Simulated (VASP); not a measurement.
Here is the system:

```
ZrSi2
1.0
    1.83928    -7.44292     0.00000
    1.83928     7.44292     0.00000
    0.00000     0.00000     3.66948
Zr Si
2 4
Cartesian
  1.83928  -1.57919   0.91737
  1.83928   1.57919   2.75211
  1.83928  -6.67674   0.91737
  1.83928   6.67674   2.75211
  1.83928   3.72249   0.91737
  1.83928  -3.72249   2.75211
```

The numbers are results of r2SCAN meta-GGA, VASP's PBE PAW potentials (set 64) (plane waves; VASP 6.6.1), not measurements. Settings: 400 eV cut-off, 10×10×9 Γ-centred mesh, tetrahedra with Blöchl corrections, potentials Zr_sv Si.

Give the energies of bands 11 to 23 at the high-symmetry points, in eV from the Fermi level.

```tsv
band	Γ	Y	C0	Z	A0	T	S	R
11	-8.33	-7.21	-9.33	-8.99	-7.76	-9.43	-9.58	-7.72
12	-3.77	-5.26	-6.22	-8.99	-7.76	-9.43	-6.29	-7.72
13	-3.40	-3.53	-5.43	-5.12	-6.20	-4.09	-5.25	-6.21
14	-3.23	-3.34	-4.13	-5.12	-6.20	-4.09	-4.44	-6.21
15	-3.01	-3.15	-3.71	-2.57	-4.10	-3.24	-3.71	-4.19
16	-2.73	-2.93	-3.21	-2.57	-4.10	-3.24	-2.75	-4.19
17	-2.68	-2.84	-1.85	-2.07	-3.65	-2.33	-2.15	-3.66
18	-2.64	-2.14	-1.64	-2.07	-3.65	-2.33	-1.61	-3.66
19	-2.49	-1.68	-1.03	-0.14	-2.36	-1.00	-0.98	-2.35
20	-0.08	0.40	-0.71	-0.14	-2.36	-1.00	-0.58	-2.35
21	1.19	1.10	-0.25	-0.13	2.12	-0.01	-0.52	2.18
22	1.38	1.16	0.95	-0.13	2.12	-0.01	0.84	2.18
23	1.43	1.59	0.95	1.56	3.18	2.40	0.92	3.33
```

It has no gap at this level: it comes out as a metal or semimetal.

The compound is ZrSi2 in the sg63 structure. It was relaxed first.
